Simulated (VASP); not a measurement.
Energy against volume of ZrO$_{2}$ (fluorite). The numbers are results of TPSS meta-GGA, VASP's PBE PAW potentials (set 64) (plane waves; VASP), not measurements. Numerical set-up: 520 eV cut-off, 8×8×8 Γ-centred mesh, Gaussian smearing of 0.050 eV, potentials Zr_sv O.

```csv
V (Å³/atom),E (eV/atom)
10.420,-13.95197
10.752,-13.97873
11.085,-13.98742
11.417,-13.98068
```

### Question
Fit these four points and predict the energy of the run at 11.750 Å³/atom.

### Answer
A cubic in V^(−2/3), the third-order Birch-Murnaghan form, passes through the four points with V0 = 11.10 Å³/atom and B0 = 246 GPa, and gives -13.9608 eV/atom there. The run gave -13.9607 eV/atom, +0.1 meV/atom from the fit; all five points give B0 = 247 GPa.

The compound is ZrO2 in the fluorite structure, the high-temperature cubic form, which is unstable at 0 K; the monoclinic form is the stable one. It was relaxed first.
